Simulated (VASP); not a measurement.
A cell of Y (hcp) near equilibrium:

```
CELL_PARAMETERS angstrom
      1.80045    -3.11848     0.00000
      1.80045     3.11848     0.00000
      0.00000     0.00000     5.54419
ATOMIC_POSITIONS crystal
  Y  0.33333 0.66667 0.25000
  Y  0.66667 0.33333 0.75000
```

The numbers are results of PBEsol GGA, VASP's PBE PAW potentials (set 64) (plane waves; VASP), not measurements.

| run | ΔE (meV/atom) | σxx | σyy | σzz | largest shear component, with its sign (GPa) | largest force (eV/Å) |
|---|---|---|---|---|---|---|
| as it is | 0.0 | 0.08 | 0.08 | 0.22 | 0.00 | 0.000 |
| after one change | 2.8 | -1.18 | -1.18 | -1.00 | 0.00 | 0.000 |
Stress is in GPa, positive when the cell is compressed.

Q: Name the change that produced these shifts.
A) isotropic strain of -1.0 %
B) atom 2 (Y) moved by -0.100 Å along z
C) isotropic strain of +1.0 %
D) biaxial strain of -1.0 % in the yz plane

A: C, isotropic strain of +1.0 %

The compound is Y in the hcp structure.
